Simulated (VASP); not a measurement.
# A VASP study of BaAs2Rh2 (optB86b-vdW): structure first, properties next

What structure and properties does optB86b-vdW give BaAs2Rh2, and how near are they to the measured ones? The steps: relaxing cell and atoms (optB86b-vdW), second relaxation, density, ELF and potential (optB86b-vdW), bands along the symmetry lines (optB86b-vdW), density of states (optB86b-vdW), vibrations at Γ (optB86b-vdW) and independent-particle dielectric function (optB86b-vdW). Left out of this account: 3 further runs (self-consistent run: a volume scan without its fit). The start is a computed cell from the Materials Project.

Main program and level: VASP 6.6.1; optB86b-vdW; plane waves and PAW (Ba_sv, As, Rh_pv).

Most raw output is cut from this account.

### Step 1. Set-up

Before any relaxation, the start is as follows. The structure is tetragonal, space group I4/mmm (No. 139). Conventional cell: a = 4.061 Å, b = 4.061 Å, c = 13.060 Å, α = 90.00°, β = 90.00°, γ = 90.00°. Nearest to Ba lie 8 As at 3.44 Å and 8 Rh at 3.85 Å. Nearest to As lie 4 Rh at 2.45 Å and 4 Ba at 3.44 Å. Nearest to Rh lie 4 As at 2.45 Å and 4 Rh at 2.87 Å and 4 Ba at 3.85 Å. Farther neighbours are not listed.

### Step 2. Relaxing cell and atoms (optB86b-vdW)

The start need not lie at this functional's minimum. ISIF = 3 frees volume, shape and positions, and EDIFFG sets the threshold on forces and stress at which the search stops. optB86b-vdW pairs nonlocal correlation with a less repulsive exchange of B86b form. LUSE_VDW switches on a nonlocal correlation term for dispersion.

INCAR

```
SYSTEM = BaAs2Rh2
PREC = Accurate
ENCUT = 400
EDIFF = 1E-06
NELM = 100
ISMEAR = 1
SIGMA = 0.2
LREAL = .FALSE.
ALGO = Normal
GGA = MK
AGGAC = 0
LUSE_VDW = .TRUE.
PARAM1 = 0.1234
PARAM2 = 1
LASPH = .TRUE.
NBANDS = 31
LORBIT = 11
LWAVE = .FALSE.
LCHARG = .FALSE.
KPAR = 4
IBRION = 2
NSW = 60
ISIF = 3
EDIFFG = -0.01
```

POSCAR

```
BaAs2Rh2
1.0
   -2.0306114045      2.0306114045      6.5301503660
    2.0306114045     -2.0306114045      6.5301503660
    2.0306114045      2.0306114045     -6.5301503660
Ba As Rh
1 2 2
Direct
    0.0000000000      0.0000000000      0.0000000000
    0.3547591700      0.3547591700      0.0000000000
    0.6452408300      0.6452408300      0.0000000000
    0.7500000000      0.2500000000      0.5000000000
    0.2500000000      0.7500000000      0.5000000000
```

KPOINTS

```
Automatic mesh
0
Gamma
9 9 9
0 0 0
```

PAW data sets: Ba_sv, As and Rh_pv (PBE family, release 64).

Command:

```
$ mpirun -np 4 vasp_std
```

Wall time 26 min (4 MPI ranks of Intel Xeon Platinum 8259CL at 2.50GHz (Skylake/Cascade Lake), shared host); peak memory 3.9 GiB.

Harder data sets than Ba_sv exist (the GW ones), and pressures, volumes and forces can shift noticeably with them. The PAW data sets were made with PBE, which is usual practice but a small mismatch for other functionals. The run keeps the 16 symmetry operations of its start, so it cannot find a distortion of lower symmetry.

Relaxation path:

```csv
step,energy less that of the first step (eV),largest force (eV/Å),pressure (GPa),volume (Å³)
1,0.0000,0.4177,-0.29,107.71
2,-0.0138,0.1882,-0.43,107.10
3,-0.0186,0.0668,-0.51,106.44
4,-0.0175,0.0606,1.01,104.97
5,-0.0198,0.0142,0.12,105.82
6,-0.0204,0.0024,0.05,105.85
7,-0.0205,0.0087,0.00,105.88
```

| conventional cell, symmetrised | before | after | change |
| --- | --- | --- | --- |
| a (Å) | 4.061 | 4.056 | -0.1 % |
| b (Å) | 4.061 | 4.056 | -0.1 % |
| c (Å) | 13.060 | 12.872 | -1.4 % |
| volume (Å³/atom) | 21.54 | 21.18 | -1.7 % |

The atoms that moved most (Å, as changes of fractional coordinates times the final cell):

| atom | dx | dy | dz | length |
| --- | --- | --- | --- | --- |
| As2 | 0.000 | 0.000 | 0.042 | 0.042 |
| As3 | 0.000 | 0.000 | -0.042 | 0.042 |

Final coordinates:

```xyz
5
Lattice="-2.0279 2.0279 6.4362 2.0279 -2.0279 6.4362 2.0279 2.0279 -6.4362" Properties=species:S:1:pos:R:3 pbc="T T T"
Ba    0.0000    0.0000    0.0000
As    0.0000    0.0000    4.6089
As    0.0000    0.0000    8.2634
Rh    0.0000    2.0279    3.2181
Rh    2.0279    0.0000    3.2181
```

This step gave:

```
electrons                       : 50
bands                           : 31
irreducible k-points            : 75
symmetry operations             : 16
free energy (TOTEN)             : -18.63 eV
energy at zero smearing         : -18.63 eV
Fermi energy                    : 6.665 eV
pressure                        : 0.001257 GPa
metallic                        : yes
SCF cycles over all ionic steps : 58
```

It ends with a largest force of 0.009 eV/Å and a pressure of 0.00 GPa.

### Step 3. Second relaxation

The basis stayed that of the start cell while the cell moved. A rerun from the cell reached resets it; the error of the finite cutoff stays.

INCAR is that of step 2.

POSCAR

```
BaAs2Rh2
1.0
   -2.0279366973      2.0279366973      6.4361530480
    2.0279366973     -2.0279366973      6.4361530480
    2.0279366973      2.0279366973     -6.4361530480
Ba As Rh
1 2 2
Direct
    0.0000000000      0.0000000000      0.0000000000
    0.3580447861      0.3580447861      0.0000000000
    0.6419552139      0.6419552139      0.0000000000
    0.7500000000      0.2500000000      0.5000000000
    0.2500000000      0.7500000000      0.5000000000
```

KPOINTS is that of step 2.

Command:

```
$ mpirun -np 4 vasp_std
```

Elapsed: 4.6 min, on 4 MPI ranks; peak memory 3.9 GiB; 18 min of CPU time.

Little changed from the start: no atom moved by 0.005 Å and no cell edge by 0.1 %.

Numbers from this step:

```
free energy (TOTEN)             : -18.62 eV
energy at zero smearing         : -18.62 eV
pressure                        : 0.005834 GPa
SCF cycles over all ionic steps : 13
```

It ends with a largest force of 0.008 eV/Å and a pressure of 0.01 GPa. The volume moved by under 0.01 %: the run met its threshold at the first step.

### Step 4. Density, ELF and potential (optB86b-vdW)

The relaxed cell gets a fresh self-consistent run, on a basis set for its own volume, to fix the density and to check the remaining stress.

INCAR, as its differences from that of step 3:

```diff
@@ -18,7 +18,5 @@
 LWAVE = .FALSE.
-LCHARG = .FALSE.
-KPAR = 4
-IBRION = 2
-NSW = 60
-ISIF = 3
-EDIFFG = -0.01
+LCHARG = .TRUE.
+ISIF = 2
+LELF = .TRUE.
+LVHAR = .TRUE.
```

POSCAR is that of step 3.

KPOINTS is that of step 3.

Command:

```
$ mpirun -np 4 vasp_std
```

Run time: 2.6 min. Hardware: 4 MPI ranks; peak memory 1.7 GiB.

Numbers from this step:

```
SCF cycles : 13
bands      : 32
pressure   : 0.007721 GPa
```

Valence electrons inside each PAW sphere by angular momentum. Sphere charges, by row:

```
atom  s (e)  p (e)  d (e)  tot (e)
 Ba1  2.012  5.583  0.369    7.964
 As2  1.226  1.497  0.084    2.807
 As3  1.226  1.497  0.084    2.807
 Rh4  0.346  6.273  7.253    13.87
 Rh5  0.346  6.273  7.253    13.87
```

ELF in the ac plane of the conventional cell at fractional y = 0.000, with atoms of Ba and As and Rh within 0.2 Å of it. It is the smooth field of the valence electrons, not physical close to the nuclei.

Values, 24 rows by 14 columns, each cell a mean:
```
0.67 0.78 0.86 0.82 0.52 0.17 0.05 0.04 0.07 0.28 0.69 0.86 0.84 0.73
0.83 0.80 0.70 0.46 0.19 0.08 0.09 0.10 0.08 0.10 0.29 0.59 0.76 0.82
0.32 0.26 0.17 0.10 0.11 0.16 0.21 0.23 0.20 0.14 0.10 0.12 0.21 0.30
0.06 0.07 0.10 0.16 0.21 0.24 0.27 0.27 0.26 0.23 0.19 0.13 0.09 0.06
0.12 0.14 0.17 0.21 0.27 0.34 0.36 0.35 0.36 0.32 0.24 0.19 0.16 0.13
0.25 0.24 0.23 0.24 0.38 0.37 0.15 0.08 0.24 0.41 0.31 0.22 0.24 0.25
0.56 0.54 0.45 0.33 0.37 0.39 0.25 0.18 0.31 0.40 0.34 0.38 0.50 0.55
0.59 0.67 0.70 0.58 0.39 0.33 0.34 0.34 0.34 0.35 0.47 0.65 0.70 0.63
0.52 0.66 0.77 0.75 0.56 0.37 0.28 0.27 0.31 0.44 0.66 0.77 0.74 0.59
0.82 0.84 0.84 0.77 0.57 0.35 0.23 0.20 0.27 0.44 0.68 0.82 0.85 0.83
0.81 0.79 0.72 0.56 0.34 0.17 0.09 0.08 0.11 0.22 0.43 0.64 0.75 0.80
0.36 0.33 0.28 0.19 0.11 0.06 0.04 0.03 0.04 0.07 0.14 0.23 0.30 0.35
0.51 0.48 0.40 0.28 0.15 0.08 0.05 0.04 0.06 0.10 0.21 0.34 0.44 0.50
0.87 0.85 0.80 0.67 0.43 0.23 0.13 0.11 0.16 0.30 0.54 0.74 0.83 0.86
0.74 0.79 0.83 0.78 0.60 0.38 0.26 0.23 0.30 0.46 0.69 0.81 0.82 0.76
0.49 0.63 0.75 0.71 0.51 0.35 0.28 0.27 0.30 0.40 0.61 0.75 0.72 0.57
0.63 0.66 0.65 0.49 0.37 0.36 0.36 0.35 0.37 0.36 0.40 0.57 0.67 0.65
0.46 0.44 0.36 0.29 0.38 0.37 0.15 0.08 0.24 0.41 0.33 0.30 0.40 0.45
0.19 0.20 0.20 0.23 0.35 0.39 0.25 0.18 0.31 0.40 0.29 0.21 0.20 0.19
0.10 0.12 0.16 0.20 0.24 0.30 0.33 0.34 0.32 0.28 0.22 0.18 0.14 0.11
0.07 0.07 0.08 0.13 0.18 0.23 0.26 0.26 0.25 0.21 0.16 0.10 0.08 0.07
0.53 0.46 0.32 0.15 0.10 0.12 0.17 0.19 0.15 0.11 0.11 0.23 0.38 0.50
0.84 0.85 0.81 0.63 0.28 0.09 0.07 0.07 0.07 0.14 0.44 0.72 0.83 0.85
0.55 0.73 0.86 0.85 0.59 0.19 0.05 0.04 0.08 0.33 0.75 0.87 0.82 0.65
```
Columns run along a (4.1 Å), rows up along c (12.9 Å), edges of the conventional cell, whose origin can differ from the input's. Atoms in or near the plane, at fractional coordinates: Ba at (0.00, 0.00), As at (0.00, 0.36), As at (0.00, 0.64), Rh at (0.50, 0.75), Rh at (0.50, 0.25).

Valence density in the ac plane of the conventional cell at fractional y = 0.000, with atoms of Ba and As and Rh within 0.2 Å of it. It is the smooth field of the valence electrons, not physical close to the nuclei.

Values in e/Å³, 24 rows by 14 columns, each cell a mean:
```
 0.9  1.2  1.3  0.8  0.3  0.1  0.1  0.0  0.1  0.2  0.4  1.0  1.3  1.1
 1.0  0.8  0.6  0.3  0.1  0.1  0.1  0.1  0.1  0.1  0.2  0.4  0.7  0.9
 0.2  0.2  0.1  0.1  0.1  0.1  0.1  0.1  0.1  0.1  0.1  0.1  0.1  0.2
 0.1  0.1  0.1  0.1  0.1  0.2  0.3  0.3  0.3  0.2  0.1  0.1  0.1  0.1
 0.1  0.1  0.1  0.2  0.5  1.4  2.6  3.0  2.1  1.0  0.3  0.2  0.1  0.1
 0.1  0.2  0.2  0.4  1.7  4.9  8.0  8.7  6.9  3.5  0.9  0.3  0.2  0.2
 0.4  0.4  0.4  0.5  1.4  3.9  6.6  7.3  5.6  2.8  0.8  0.4  0.4  0.4
 0.3  0.5  0.6  0.5  0.5  0.8  1.3  1.5  1.1  0.7  0.5  0.6  0.6  0.4
-0.1  0.2  0.6  0.5  0.3  0.2  0.2  0.2  0.2  0.3  0.4  0.6  0.5  0.1
 0.5  0.5  0.5  0.3  0.2  0.1  0.1  0.1  0.1  0.1  0.2  0.4  0.5  0.5
 0.4  0.3  0.2  0.2  0.1  0.1  0.1  0.0  0.1  0.1  0.1  0.2  0.3  0.3
 0.1  0.1  0.1  0.1  0.1  0.0  0.0  0.0  0.0  0.0  0.1  0.1  0.1  0.1
 0.2  0.1  0.1  0.1  0.1  0.1  0.0  0.0  0.0  0.1  0.1  0.1  0.1  0.2
 0.5  0.4  0.3  0.2  0.1  0.1  0.1  0.1  0.1  0.1  0.2  0.3  0.4  0.5
 0.3  0.5  0.6  0.4  0.2  0.1  0.1  0.1  0.1  0.2  0.3  0.5  0.5  0.4
-0.1  0.3  0.6  0.5  0.4  0.3  0.3  0.3  0.3  0.3  0.4  0.6  0.5  0.1
 0.5  0.5  0.5  0.5  0.7  1.5  2.6  3.0  2.2  1.1  0.6  0.5  0.5  0.5
 0.3  0.3  0.3  0.5  1.8  4.9  8.0  8.7  6.9  3.5  1.0  0.4  0.3  0.3
 0.1  0.1  0.2  0.4  1.3  3.9  6.6  7.3  5.6  2.7  0.7  0.3  0.2  0.1
 0.1  0.1  0.1  0.2  0.3  0.7  1.3  1.5  1.1  0.5  0.2  0.1  0.1  0.1
 0.1  0.1  0.1  0.1  0.1  0.2  0.2  0.2  0.2  0.1  0.1  0.1  0.1  0.1
 0.3  0.3  0.2  0.1  0.1  0.1  0.1  0.1  0.1  0.1  0.1  0.1  0.2  0.3
 1.2  1.1  0.8  0.4  0.2  0.1  0.1  0.0  0.1  0.1  0.3  0.6  1.0  1.2
 0.6  1.1  1.3  0.9  0.3  0.1  0.1  0.0  0.1  0.2  0.5  1.1  1.3  0.8
```
Columns run along a (4.1 Å), rows up along c (12.9 Å), edges of the conventional cell, whose origin can differ from the input's. Atoms in or near the plane, at fractional coordinates: Ba at (0.00, 0.00), As at (0.00, 0.36), As at (0.00, 0.64), Rh at (0.50, 0.75), Rh at (0.50, 0.25).

Electrostatic potential energy in the ac plane of the conventional cell at fractional y = 0.000, with atoms of Ba and As and Rh within 0.2 Å of it. With pseudopotentials it is smooth inside the atoms' cores, unlike the true potential.

Ten even steps from '_' (-58 eV) to '@' (3 eV), each cell a mean:
```
==++**##%%@@@@@@@@%%%%##**++
######%%@@@@@@@@@@@@%%%%####
%%@@@@@@@@@@@@@@@@@@@@@@@@%%
@@@@@@@@@@@@@@@@@@@@@@@@@@@@
@@@@@@@@%%++----==**@@@@@@@@
@@@@@@%%==..______::**@@@@@@
##%%%%%%++::______--##%%%%%%
::::++%%%%##**++**%%%%##--::
##--::##@@@@@@@@@@@@%%++::++
----++%%@@@@@@@@@@@@@@##==--
%%%%@@@@@@@@@@@@@@@@@@@@@@%%
@@@@@@@@@@@@@@@@@@@@@@@@@@@@
@@@@@@@@@@@@@@@@@@@@@@@@@@@@
**##%%@@@@@@@@@@@@@@@@@@%%##
--::==%%@@@@@@@@@@@@@@**----
**--::##@@@@@@@@@@@@%%++::==
--==**%%##++----==**%%%%++--
@@@@@@%%==..______::**@@@@@@
@@@@@@%%++::______--##@@@@@@
@@@@@@@@@@##**++**%%@@@@@@@@
@@@@@@@@@@@@@@@@@@@@@@@@@@@@
%%%%%%@@@@@@@@@@@@@@@@@@%%%%
****##%%%%@@@@@@@@@@%%####**
====**##%%@@@@@@@@%%##**++==
```
Columns run along a (4.1 Å; values clipped at the 3rd and 97th percentile), rows up along c (12.9 Å), edges of the conventional cell, whose origin can differ from the input's. Atoms in or near the plane, at fractional coordinates: Ba at (0.00, 0.00), As at (0.00, 0.36), As at (0.00, 0.64), Rh at (0.50, 0.75), Rh at (0.50, 0.25).

In this run the pressure is 0.01 GPa, small enough to go on.

### Step 5. Bands along the symmetry lines (optB86b-vdW)

The mesh alone shows little of the dispersion and can miss band extrema, so KPOINTS_OPT adds a path through the symmetry points after the self-consistent cycle.

INCAR, as its differences from that of step 4:

```diff
@@ -15,8 +15,6 @@
 LASPH = .TRUE.
-NBANDS = 31
+NBANDS = 40
 LORBIT = 11
 LWAVE = .FALSE.
-LCHARG = .TRUE.
-ISIF = 2
-LELF = .TRUE.
-LVHAR = .TRUE.
+LCHARG = .FALSE.
+KPAR = 4
```

POSCAR is that of step 4.

KPOINTS is that of step 4.

KPOINTS_OPT

```
Line mode
16
Line-mode
Reciprocal
  0.00000000   0.00000000   0.00000000 GAMMA
  0.00000000   0.00000000   0.50000000 X

  0.00000000   0.00000000   0.50000000 X
 -0.04963935   0.04963935   0.50000000 Y

 -0.04963935   0.04963935   0.50000000 Y
 -0.27481967   0.27481967   0.27481967 S

 -0.27481967   0.27481967   0.27481967 S
  0.00000000   0.00000000   0.00000000 GAMMA

  0.00000000   0.00000000   0.00000000 GAMMA
  0.50000000   0.50000000  -0.50000000 Z

  0.50000000   0.50000000  -0.50000000 Z
  0.27481967   0.72518033  -0.27481967 S1

  0.27481967   0.72518033  -0.27481967 S1
  0.00000000   0.50000000   0.00000000 N

  0.00000000   0.50000000   0.00000000 N
  0.25000000   0.25000000   0.25000000 P

  0.25000000   0.25000000   0.25000000 P
  0.50000000   0.50000000  -0.04963935 Y1

  0.50000000   0.50000000  -0.04963935 Y1
  0.50000000   0.50000000  -0.50000000 Z

  0.00000000   0.00000000   0.50000000 X
  0.25000000   0.25000000   0.25000000 P
```

Command:

```
$ mpirun -np 4 vasp_std
```

Elapsed: 7.6 min, on 4 MPI ranks; peak memory 3.9 GiB.

Spin-orbit coupling is off here; with elements this heavy it splits and shifts levels by tenths of an eV or more.

Numbers from this step:

```yaml
bands: 40
pressure: 0.01305 GPa
```

The electronic bands at the labelled points (eV, zero at the Fermi level; # counts the bands kept):

| point | #11 | #12 | #13 | #14 | #15 | #16 | #17 | #18 |
| --- | --- | --- | --- | --- | --- | --- | --- | --- |
| Γ | -0.88 | -0.88 | -0.09 | 0.17 | 2.02 | 2.06 | 2.19 | 2.19 |
| 0.53 of the way | -1.95 | -1.86 | -0.02 | 0.23 | 0.54 | 1.30 | 2.98 | 3.58 |
| X | -1.73 | -1.72 | -1.71 | -1.29 | 0.23 | 0.41 | 3.42 | 4.27 |
| 0.53 of the way | -1.73 | -1.73 | -1.66 | -1.28 | 0.25 | 0.41 | 3.45 | 4.30 |
| Y | -1.78 | -1.73 | -1.55 | -1.26 | 0.29 | 0.41 | 3.51 | 4.38 |
| 0.47 of the way | -1.95 | -1.92 | -0.73 | -0.30 | 0.70 | 0.86 | 2.58 | 3.94 |
| S | -2.42 | -1.83 | 0.04 | 0.41 | 1.52 | 1.58 | 1.81 | 2.78 |
| 0.47 of the way | -1.88 | -1.84 | -0.40 | 0.59 | 1.01 | 1.86 | 2.55 | 3.61 |
| Γ | -0.88 | -0.88 | -0.09 | 0.17 | 2.02 | 2.06 | 2.19 | 2.19 |
| 0.53 of the way | -0.69 | -0.69 | -0.09 | 0.50 | 0.54 | 2.09 | 2.09 | 2.80 |
| Z | -0.74 | -0.52 | -0.52 | -0.09 | 0.86 | 1.97 | 1.97 | 3.52 |
| 0.47 of the way | -1.37 | -1.01 | -0.24 | 0.39 | 1.40 | 1.40 | 2.09 | 3.34 |
| S1 | -2.42 | -1.83 | 0.04 | 0.41 | 1.52 | 1.58 | 1.81 | 2.78 |
| 0.47 of the way | -2.41 | -1.97 | 0.09 | 0.42 | 1.10 | 1.72 | 2.15 | 2.81 |
| N | -2.35 | -2.13 | 0.28 | 0.41 | 0.79 | 1.69 | 2.43 | 2.86 |
| 0.47 of the way | -2.10 | -1.97 | -0.57 | -0.22 | 0.75 | 0.78 | 2.94 | 3.71 |
| P | -1.73 | -1.72 | -1.64 | -1.64 | 0.34 | 0.34 | 3.97 | 4.20 |
| 0.47 of the way | -1.81 | -1.73 | -1.65 | -1.37 | 0.29 | 0.39 | 3.62 | 4.42 |
| Y1 | -1.78 | -1.73 | -1.55 | -1.26 | 0.29 | 0.41 | 3.51 | 4.38 |
| 0.47 of the way | -1.83 | -1.32 | -0.05 | -0.01 | 0.37 | 1.49 | 2.16 | 2.60 |
| Z | -0.74 | -0.52 | -0.52 | -0.09 | 0.86 | 1.97 | 1.97 | 3.52 |
| jump to X | -1.73 | -1.72 | -1.71 | -1.29 | 0.23 | 0.41 | 3.42 | 4.27 |
| 0.53 of the way | -1.77 | -1.73 | -1.72 | -1.41 | 0.28 | 0.39 | 3.62 | 4.40 |
| P | -1.73 | -1.72 | -1.64 | -1.64 | 0.34 | 0.34 | 3.97 | 4.20 |

Of the projections kept (Ba, As, Rh), the largest for each band there; the rest of the weight can lie on other orbitals:

| point | #11 | #12 | #13 | #14 | #15 | #16 | #17 | #18 |
| --- | --- | --- | --- | --- | --- | --- | --- | --- |
| Γ | Rh 0.78 | Rh 0.78 | Rh 1.00 | Ba 0.92 | As 0.55 | As 0.67 | Rh 0.50 | Rh 0.50 |
| X | Rh 0.99 | Rh 0.99 | As 0.76 | Rh 0.72 | Rh 0.89 | Rh 0.88 | Ba 0.49 | Ba 0.57 |
| Y | As 0.69 | Rh 0.99 | Rh 0.91 | Rh 0.74 | Rh 0.87 | Rh 0.88 | Ba 0.51 | Ba 0.57 |
| S | Rh 0.95 | Rh 0.82 | Rh 0.63 | Rh 0.52 | Rh 0.59 | Ba 0.50 | Rh 0.53 | Ba 0.49 |
| Γ | Rh 0.78 | Rh 0.78 | Rh 1.00 | Ba 0.92 | As 0.55 | As 0.67 | Rh 0.50 | Rh 0.50 |
| Z | Rh 0.70 | Rh 0.78 | Rh 0.78 | Rh 1.00 | Ba 0.66 | Rh 0.48 | Rh 0.48 | Rh 0.44 |

There is no gap at this level.

### Step 6. Density of states (optB86b-vdW)

Here the states are counted by energy and projected on the atoms. The mesh is finer than in the run before.

INCAR, as its differences from that of step 5:

```diff
@@ -5,3 +5,3 @@
 NELM = 100
-ISMEAR = 1
+ISMEAR = -5
 SIGMA = 0.2
@@ -20 +20,2 @@
 KPAR = 4
+NEDOS = 2001
```

POSCAR is that of step 5.

KPOINTS

```
Automatic mesh
0
Gamma
14 14 14
0 0 0
```

Command:

```
$ mpirun -np 4 vasp_std
```

It took 9.9 min on 4 MPI ranks; peak memory 5.2 GiB.

With tetrahedra the forces and stress of a metal are not exact derivatives of the energy.

This step gave:

```
SCF cycles             : 15
irreducible k-points   : 244
Fermi energy           : 6.671 eV
pressure               : -0.01182 GPa
DOS at the Fermi level : 3.442 states/eV/cell
```

The density of states has structure finer than the step of the table below, so its rows give means over 1 eV, whole bins alone (the curve runs from -12.0 to 3.99 eV). Peaks (eV: height): total -11.3: 14.4, -4.3: 9.63, -3.3: 7.08, -1.8: 9.46; Rh d -4.3: 4.56, -3.3: 4.15, -3.1: 3.16, -1.8: 7.47; As p -5.3: 0.847, -4.9: 0.990, -4.5: 1.29, -4.3: 1.60; Ba d 0.9: 0.387, 3.8: 1.46; Rh p -11.3: 0.366, -4.3: 0.204, -3.3: 0.235, -3.1: 0.154.

States under -12.0 eV and over 4.0 eV are left out. Table of density of states by energy, zero at the Fermi level; means over each step; 7 of 8 lines; values in states/eV/cell:

```csv
energy (eV),total,Rh d,As p,Ba d,Rh p,Rh s,As s
-11,2.38,0.174,0.0112,0.00470,0.0591,0.0237,1.30
-10,0,0,0,0,0,0,0
-9,0,0,0,0,0,0,0
-8,0,0,0,0,0,0,0
-7,0,0,0,0,0,0,0
-6,1.56,0.489,0.265,0.0125,0.00750,0.180,0.0134
-5,4.57,1.89,0.793,0.0335,0.0664,0.194,0.0354
-4,6.36,3.06,1.07,0.0710,0.164,0.0734,0.0223
-3,4.15,2.65,0.270,0.0431,0.110,0.0115,0.0148
-2,6.37,4.75,0.283,0.0577,0.0828,0.0523,0.0479
-1,1.73,0.966,0.153,0.0455,0.0588,0.0210,0.0180
0,3.52,1.62,0.351,0.268,0.0773,0.0443,0.0267
1,3.03,1.11,0.454,0.267,0.0851,0.0274,0.0302
2,1.63,0.398,0.288,0.250,0.0460,0.0102,0.0166
3,2.19,0.254,0.129,0.660,0.0323,0.0524,0.124
```

The finer mesh and the other smearing move the Fermi level by +0.01 eV from the 9×9×9 run, a small shift, which tests the Fermi level alone. Of the states within 0.3 eV of the Fermi level, the largest shares in the PAW spheres are Rh d 45 %, As p 9 % and Ba d 8 %. The rest lies in smaller channels or between the spheres.

[end of part 1 of 2]

[Lines on the potential files, build, host, timing and source positions are cut from VASP's logs without a mark.]

[Logs are printed without paths, hosts, clocks, repeated set-up lines and the standing remarks that a program may print on its own settings, such as how far it seeks lower states.]

[Hosts, paths, dates, database ids (printed as entryN), source tags and the programs' standing remarks are cut or masked in the printed files.]

[A measured line is paired with the nearest computed mode of its activity, which favours agreement.]
